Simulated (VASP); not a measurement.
# Which native defect does NbSi2 form most easily?, part 4 of 7

Which native defect is cheapest in NbSi2, and how does that change with the growth condition? The start is a cell from a database of measured crystal structures.

VASP 6.6.1, plane waves and PAW; the level of theory is named at each step.

So far. Step 5 (Reference Si): The run ended after 3 ionic steps, 0.003 eV below its first step, once forces and stress met EDIFFG = -0.02. Step 5 (Reference Si): Energy at zero smearing: -11.91500 eV.

**6. Relaxing the defect, 35 atoms, defect Nb vacancy**

This step: LDA; plane waves and PAW (Nb_pv, Si) (VASP 6.6.1).

System of this step: Nb11Si24. The cell holds 35 atoms: 11 Nb and 24 Si. Its edges and angles: a = 10.521 Å, b = 10.521 Å, c = 8.099 Å, α = 120.3°, β = 120.3°, γ = 102.9°. It derives from NbSi2. Nearest the centre at fractional (0.333, 0.083, 0.250): Si17 at 2.60 Å, Si30 at 2.60 Å, Si23 at 2.60 Å, Si32 at 2.60 Å, Si14 at 2.71 Å, Si25 at 2.71 Å, Si27 at 2.71 Å, Si12 at 2.71 Å.

The host is treated as a metal, since its gap is under 0.3 eV or closed. The run keeps 2 symmetry operations, which cuts the number of k-points but bars distortions that break them. The atoms relax at the host's fixed cell.

INCAR

```
SYSTEM = Nb11Si24
PREC = Normal
ENCUT = 300
EDIFF = 1E-05
NELM = 120
ISMEAR = 1
SIGMA = 0.2
LREAL = Auto
ALGO = Fast
GGA = CA
NBANDS = 136
LASPH = .TRUE.
LORBIT = 11
LWAVE = .FALSE.
LCHARG = .TRUE.
KPAR = 4
NCORE = 2
IBRION = 2
NSW = 50
ISIF = 2
EDIFFG = -0.03
POTIM = 0.4
MAXMIX = 40
ISYM = 2
```

POSCAR

```
Nb11Si24
1.0
   -7.1237943943      4.1129246112      6.5598623299
    7.1237943943     -4.1129246112      6.5598623299
    2.3745981315      4.1129246112     -6.5598623299
Nb Si
11 24
Direct
    0.8333333300      0.5833333300      0.2500000000
    0.8333333300      0.0833333300      0.7500000000
    0.3333333300      0.5833333300      0.7500000000
    0.6666666700      0.6666666700      0.5000000000
    0.1666666700      0.1666666700      0.5000000000
    0.1666666700      0.6666666700      0.0000000000
    0.6666666700      0.1666666700      0.0000000000
    0.2500000000      0.5000000000      0.2500000000
    0.7500000000      0.0000000000      0.2500000000
    0.7500000000      0.5000000000      0.7500000000
    0.2500000000      0.0000000000      0.7500000000
    0.1630141400      0.2426949500      0.2390424200
    0.6630141400      0.7426949500      0.2390424200
    0.6630141400      0.2426949500      0.7390424200
    0.1630141400      0.7426949500      0.7390424200
    0.8369858600      0.4963474700      0.5000000000
    0.3369858600      0.9963474700      0.5000000000
    0.3369858600      0.4963474700      0.0000000000
    0.8369858600      0.9963474700      0.0000000000
    0.5906383900      0.6703191900      0.7609575800
    0.0906383900      0.1703191900      0.7609575800
    0.0906383900      0.6703191900      0.2609575800
    0.5906383900      0.1703191900      0.2609575800
    0.5036525300      0.4239717200      0.7609575800
    0.0036525300      0.9239717200      0.7609575800
    0.0036525300      0.4239717200      0.2609575800
    0.5036525300      0.9239717200      0.2609575800
    0.4963474700      0.8369858600      0.5000000000
    0.9963474700      0.3369858600      0.5000000000
    0.9963474700      0.8369858600      0.0000000000
    0.4963474700      0.3369858600      0.0000000000
    0.4093616100      0.3296808100      0.2390424200
    0.9093616100      0.8296808100      0.2390424200
    0.9093616100      0.3296808100      0.7390424200
    0.4093616100      0.8296808100      0.7390424200
```

KPOINTS

```
Automatic mesh
0
Gamma
5 5 5
0 0 0
```

The projector-augmented-wave data sets are Nb_pv and Si (LDA family, release 64).

The run is started by

```console
$ mpirun -np 8 vasp_std
```

Log:

```text
[banner, memory and clock lines left out]
running    8 mpi-ranks, on    1 nodes
 distrk:  each k-point on    2 cores,    4 groups
 distr:  one band on    2 cores,    1 groups

 POSCAR found type information on POSCAR NbSi
 POSCAR found :  2 types and      35 ions
 LDA part: xc-table for (Slater(with rela. corr.)+CA(PZ))
 , standard interpolation
 POSCAR, INCAR and KPOINTS ok, starting setup
 FFT: planning ... GRIDC
 FFT: planning ... GRID_SOFT
 FFT: planning ... GRID
 WAVECAR not read
 entering main loop
       N       E                     dE             d eps       ncg     rms          rms(c)
DAV:   1     0.141188130597E+04    0.14119E+04   -0.72188E+04 10888   0.102E+03
DAV:   2    -0.142927656437E+03   -0.15548E+04   -0.15024E+04 11072   0.424E+02
DAV:   3    -0.285869611967E+03   -0.14294E+03   -0.13489E+03 14592   0.986E+01
DAV:   4    -0.293613917433E+03   -0.77443E+01   -0.75810E+01 14016   0.241E+01
DAV:   5    -0.293851560492E+03   -0.23764E+00   -0.23604E+00 14656   0.436E+00    0.837E+01
RMM:   6    -0.284837580875E+03    0.90140E+01   -0.36482E+01 12539   0.160E+01    0.290E+01
RMM:   7    -0.284430886029E+03    0.40669E+00   -0.11000E+01 13657   0.626E+00    0.145E+01
RMM:   8    -0.284119704692E+03    0.31118E+00   -0.93930E-01 11996   0.272E+00    0.591E+00
RMM:   9    -0.284126026718E+03   -0.63220E-02   -0.30065E-01 13594   0.133E+00    0.221E+00
RMM:  10    -0.284123103311E+03    0.29234E-02   -0.67408E-02 13928   0.662E-01    0.192E+00
RMM:  11    -0.284122403178E+03    0.70013E-03   -0.16590E-02 14313   0.285E-01    0.143E+00
RMM:  12    -0.284121137224E+03    0.12660E-02   -0.15853E-02 12718   0.317E-01    0.491E-01
RMM:  13    -0.284120878618E+03    0.25861E-03   -0.19589E-03 12711   0.132E-01    0.155E-01
RMM:  14    -0.284120927864E+03   -0.49246E-04   -0.67274E-04 13653   0.543E-02    0.118E-01
RMM:  15    -0.284120940500E+03   -0.12637E-04   -0.15393E-04 10494   0.275E-02    0.515E-02
RMM:  16    -0.284120940937E+03   -0.43628E-06   -0.72648E-05  8761   0.196E-02
   1 F= -.28412094E+03 E0= -.28412327E+03  d E =-.284121E+03
 curvature:   0.00 expect dE= 0.000E+00 dE for cont linesearch  0.000E+00
 trial: gam= 0.00000 g(F)=  0.189E+00 g(S)=  0.000E+00 ort = 0.000E+00 (trialstep = 0.100E+01)
 search vector abs. value=  0.189E+00
 bond charge predicted
       N       E                     dE             d eps       ncg     rms          rms(c)
DAV:   1    -0.284244229534E+03   -0.12329E+00   -0.38483E+00 12480   0.712E+00    0.803E-01
RMM:   2    -0.284273536762E+03   -0.29307E-01   -0.39579E-01 11574   0.255E+00    0.117E+00
RMM:   3    -0.284283627427E+03   -0.10091E-01   -0.96369E-02 14033   0.116E+00    0.575E-01
RMM:   4    -0.284284934024E+03   -0.13066E-02   -0.19198E-02 14526   0.429E-01    0.537E-01
RMM:   5    -0.284284651032E+03    0.28299E-03   -0.44248E-03 13032   0.252E-01    0.353E-01
RMM:   6    -0.284284811182E+03   -0.16015E-03   -0.14458E-03 12957   0.103E-01    0.191E-01
RMM:   7    -0.284284727986E+03    0.83195E-04   -0.49791E-04 12699   0.743E-02    0.130E-01
RMM:   8    -0.284284735435E+03   -0.74484E-05   -0.18103E-04 12488   0.398E-02    0.831E-02
RMM:   9    -0.284284737587E+03   -0.21517E-05   -0.44711E-05  8607   0.199E-02
   2 F= -.28428474E+03 E0= -.28428732E+03  d E =-.163797E+00
[... from here on, the cycles between the ionic steps are left out ...]
   3 F= -.28444864E+03 E0= -.28445032E+03  d E =-.327702E+00
   4 F= -.28444978E+03 E0= -.28445133E+03  d E =-.328844E+00
   5 F= -.28449571E+03 E0= -.28449714E+03  d E =-.459206E-01
   6 F= -.28449922E+03 E0= -.28450063E+03  d E =-.494308E-01
   7 F= -.28451387E+03 E0= -.28451535E+03  d E =-.146529E-01
   8 F= -.28451496E+03 E0= -.28451646E+03  d E =-.157406E-01
   9 F= -.28451672E+03 E0= -.28451829E+03  d E =-.176611E-02
  10 F= -.28451673E+03 E0= -.28451830E+03  d E =-.177061E-02
 curvature:  -0.99 expect dE=-0.560E-03 dE for cont linesearch -0.160E-06
 trial: gam= 0.29642 g(F)=  0.565E-03 g(S)=  0.000E+00 ort = 0.187E-04 (trialstep = 0.170E+01)
 search vector abs. value=  0.766E-03
 bond charge predicted
       N       E                     dE             d eps       ncg     rms          rms(c)
DAV:   1    -0.284516632193E+03    0.96069E-04   -0.58459E-02 11216   0.954E-01    0.971E-02
RMM:   2    -0.284517176674E+03   -0.54448E-03   -0.64363E-03 11567   0.312E-01    0.892E-02
RMM:   3    -0.284517322718E+03   -0.14604E-03   -0.14020E-03 13147   0.154E-01    0.487E-02
RMM:   4    -0.284517344982E+03   -0.22264E-04   -0.38581E-04 13387   0.646E-02    0.318E-02
RMM:   5    -0.284517343853E+03    0.11291E-05   -0.10316E-04 10431   0.428E-02    0.224E-02
RMM:   6    -0.284517343129E+03    0.72324E-06   -0.28477E-05  7284   0.211E-02
  11 F= -.28451734E+03 E0= -.28451895E+03  d E =-.616069E-03
 trial-energy change:   -0.000616  1 .order   -0.000601   -0.000970   -0.000231
 step:   2.2312(harm=  2.2312)  dis= 0.00292  next Energy=  -284.517364 (dE=-0.637E-03)
 reached required accuracy - stopping structural energy minimisation
```

Run time: 9.9 min. Hardware: 8 MPI ranks of Intel Xeon 6975P-C (Granite Rapids), shared host; peak memory 3.7 GiB.

Parts of OUTCAR (step 6):

```text
   k-points           NKPTS =     39   k-points in BZ     NKDIM =     39   number of bands    NBANDS=    136

   NELECT =     217.0000    total number of electrons

 E-fermi :   8.6550

 k-point     1 :       0.0000    0.0000    0.0000
  band No.  band energies     occupation
    ...
    105       7.9385      2.00000
    106       8.1646      2.00286
    107       8.2408      2.01262
    108       8.5211      1.89750
    109       8.6169      1.31616
    110       8.7688      0.18893
    111       8.8772     -0.06629
    112       8.9364     -0.06305
    113       9.6672     -0.00000
    114       9.9355     -0.00000
    ...

  Total       -5.7050060     -8.4049865     -4.5266230      2.4133411      0.0000000     -0.0000000
  in kB      -17.8336857    -26.2737474    -14.1500939      7.5440353      0.0000000     -0.0000000
  external PRESSURE =     -19.4191757 kB  Pullay stress =       0.0000000 kB

 POSITION                                       TOTAL-FORCE (eV/Angst)
 -----------------------------------------------------------------------------------
     -1.18730      2.05646      7.64904        -0.000000     -0.000000      0.004174
     -3.56190      6.16939      1.09280        -0.000000      0.000000      0.007093
      3.56190      2.05646      1.09918         0.000000      0.000000     -0.004307
      1.17727      2.08630      5.47667        -0.000050      0.002212     -0.004144
      1.20645      2.05449     -1.11162        -0.001912      0.001974      0.004622
      5.91734      2.05844     -1.11162         0.001912     -0.001974      0.004622
     -1.17727      6.13955     -1.08320         0.000050     -0.002212     -0.004144
      2.35047      0.02849      3.26672        -0.000551     -0.006524     -0.004315
      2.39872     -0.02849      9.82658         0.000551      0.006524     -0.004315
      0.01342      4.12771      3.30279         0.000765     -0.001028      0.002664
      7.11038     -0.01479      3.30279        -0.000765      0.001028      0.002664
      1.08821      0.67841      1.07702        -0.004136      0.001997     -0.005244
      1.13619      0.66223      7.65642         0.006909      0.006631      0.004678
     -1.23843      4.71547      1.10767         0.004799     -0.001751      0.007084
      5.91261      0.66236      1.08842        -0.009815     -0.008230     -0.002719
     -1.24276      3.46097      5.46529        -0.007664     -0.008616     -0.002117
     -1.18175      3.32956     -1.01340         0.001420     -0.003332     -0.000846
      1.13262     -0.63299      5.47469         0.011013      0.000678     -0.005188
      1.15408     -0.65971     12.01356         0.005138      0.005183     -0.007387
      2.35545      2.80762      3.27555        -0.002218      0.002629     -0.000583
      2.36663      2.79337     -3.28199        -0.004092     -0.002276      0.003932
      4.75048     -1.30263      3.27844         0.004908     -0.005193      0.004035
     -2.29595      2.68588      3.21544         0.003094     -0.003762      0.002048
      1.21118      3.45056      1.08842         0.009815      0.008230     -0.002719
[...]
-----------------------------------------------------------------------------------
    total drift:                               -0.000004     -0.000025      0.018721

  FREE ENERGIE OF THE ION-ELECTRON SYSTEM (eV)
  ---------------------------------------------------
  free  energy   TOTEN  =      -284.5173431294 eV

  energy  without entropy=     -284.5221616750  energy(sigma->0) =     -284.51894931

[... 5 parts as in an earlier step ...]

[... 12 further parts left out ...]
```

The run keeps the 2 symmetry operations of its start, so it cannot find a distortion of lower symmetry.

The steps of the relaxation:

| step | energy less that of the first step (eV) | largest force (eV/Å) |
| --- | --- | --- |
| 1 | 0.0000 | 0.9823 |
| 2 | -0.1638 | 0.7466 |
| 3 | -0.3277 | 0.3096 |
| 4 | -0.3288 | 0.3290 |
| 5 | -0.3748 | 0.1663 |
| 6 | -0.3783 | 0.1795 |
| 7 | -0.3929 | 0.0672 |
| 8 | -0.3940 | 0.0682 |
| 9 | -0.3958 | 0.0350 |
| 10 | -0.3958 | 0.0357 |
| 11 | -0.3964 | 0.0131 |

The atoms that moved most (Å):

| atom | dx | dy | dz | length |
| --- | --- | --- | --- | --- |
| Si17 | 0.058 | -0.128 | 0.080 | 0.161 |
| Si30 | -0.058 | 0.128 | 0.080 | 0.161 |
| Si32 | -0.079 | 0.116 | -0.064 | 0.154 |
| Si23 | 0.079 | -0.116 | -0.064 | 0.154 |
| Si12 | -0.047 | 0.023 | -0.016 | 0.055 |
| Si27 | 0.047 | -0.023 | -0.016 | 0.055 |
| Si25 | -0.001 | 0.053 | 0.014 | 0.055 |
| Si14 | 0.001 | -0.053 | 0.014 | 0.055 |

Final coordinates:

```
Nb Si
1.0
    -7.12379    4.11292    6.55986
     7.12379   -4.11292    6.55986
     2.37460    4.11292   -6.55986
Nb Si
11 24
Cartesian
  -1.1873 2.0565 7.6490
  -3.5619 6.1694 1.0928
  3.5619 2.0565 1.0992
  1.1773 2.0863 5.4767
  1.2064 2.0545 -1.1116
  3.5427 -2.0545 5.4482
  -3.5519 2.0266 5.4767
  2.3505 0.0285 3.2667
  -4.7251 4.0844 3.2667
  0.0134 4.1277 3.3028
  -0.0134 4.0981 -3.2571
  1.0882 0.6784 1.0770
  1.1362 0.6622 7.6564
  -1.2384 4.7155 1.1077
  5.9126 0.6624 1.0884
  -1.2428 3.4610 5.4653
  5.9420 -0.7834 5.5465
  1.1326 -0.6330 5.4747
  1.1541 -0.6597 12.0136
  2.3555 2.8076 3.2756
  2.3666 2.7934 -3.2820
  4.7505 -1.3026 3.2784
  -2.2959 2.6859 3.2154
  1.2112 3.4506 1.0884
  8.3622 -0.6025 1.1077
  3.6130 -0.6622 1.0966
  3.6610 -0.6784 7.6369
  3.5951 0.6597 5.4537
  -3.5072 4.7459 5.4747
  -1.1928 0.7834 12.1063
  -1.1318 0.6520 5.4653
  -0.0786 1.4270 3.2154
  -0.0013 1.3026 9.8383
  -2.3666 5.4325 3.2779
  4.7683 1.3053 3.2756
```

Numbers from this step:

- electronic cycles: 103
- electrons: 217
- free energy (TOTEN): -284.5173 eV
- energy at zero smearing: -284.5189 eV
- Fermi energy: 8.655 eV
- labelled metallic, from the levels on this mesh: yes

Valence density in the ab plane at fractional z = 0.250, through the centre, with atoms of Nb and Si within 0.45 Å of it. It is the smooth field of the valence electrons, not physical close to the nuclei.

Ten steps, logarithmic in the rise over the least value, from '0' (-0.1 e/Å³) to '9' (4.4 e/Å³), each cell a mean:
```
444554443333444455557999754444
444445444334442145556777544555
544444544444554455445555455445
443344444444555444445554554134
433444444444444444455555554345
444454444444443334431455555554
454455444444443344543555455544
542255444444444445555555566544
543455444444444444444456888755
555554556554444444444468999755
555445788764444444444468998654
555457999864444444444457776555
455557999854444444444445554455
045556787544444444444444444553
345445555445555544444444444554
444445554554334443344444444555
444455555554235444444444444444
334432455454455444444444444443
344532454444444554455444444443
445555443333344530354444444444
444544432222234443454444444444
444443322222234455544566554444
444443332222234455445788764444
444444333222344555457999864444
```
Columns run along a (10.5 Å), rows up along b (10.5 Å). Atoms in or near the plane, at fractional coordinates: Nb at (0.83, 0.58), Nb at (0.25, 0.50), Nb at (0.75, 0.00), Si at (0.16, 0.24), Si at (0.66, 0.74), Si at (0.09, 0.67), Si at (0.57, 0.17), Si at (0.00, 0.42), Si at (0.50, 0.93), Si at (0.42, 0.32), Si at (0.91, 0.83).

The run ended after 11 ionic steps, 0.396 eV below its first step, once the forces on the free atoms met EDIFFG = -0.03.

The 10 first neighbours (Si) lie 2.68 Å from the site on average (2.60 to 2.80) in the perfect crystal and 2.61 Å on average after the relaxation (-2.9 %, spread from 2.46 to 2.77 Å).

**7. This defect's formation energies, 35 atoms, defect vacancy, element Nb**

This step: point defect, LDA; plane waves and PAW (VASP 6.6.1).

Derived from the runs above.

This step gave:

```yaml
formation_energy_of_the_neutral_defect: 3.997 eV
host_formation_enthalpy: -0.6400 eV/atom
```

Formation energy:

| formation energy (eV) | largest move (Å) |
| --- | --- |
| 3.997 | 0.1615 |

E_f is E(defect cell) less E(perfect cell), corrected for the atoms exchanged with their references.

References, in eV an atom: Nb -11.136 (crystal Im-3m) and Si -5.958 (crystal Fd-3m). They were run at the supercell's cutoff and functional, without U, and count both elements from their own phases.

The formation energy is 3.997 eV, and the largest move of an atom 0.16 Å.

(Part 4 of 7 ends here.)

[Lines on the potential files, build, host, timing and source positions are cut from VASP's logs without a mark.]

[Logs are printed without paths, hosts, clocks, repeated set-up lines and the standing remarks that a program may print on its own settings, such as how far it seeks lower states.]

[Hosts, paths, dates, database ids (printed as entryN), source tags and the programs' standing remarks are cut or masked in the printed files.]

[In band tables of VASP the shares of atoms and orbitals are scaled to a sum of 1 inside the atoms' spheres.]

[Runs that stopped without an error message from VASP are left out.]
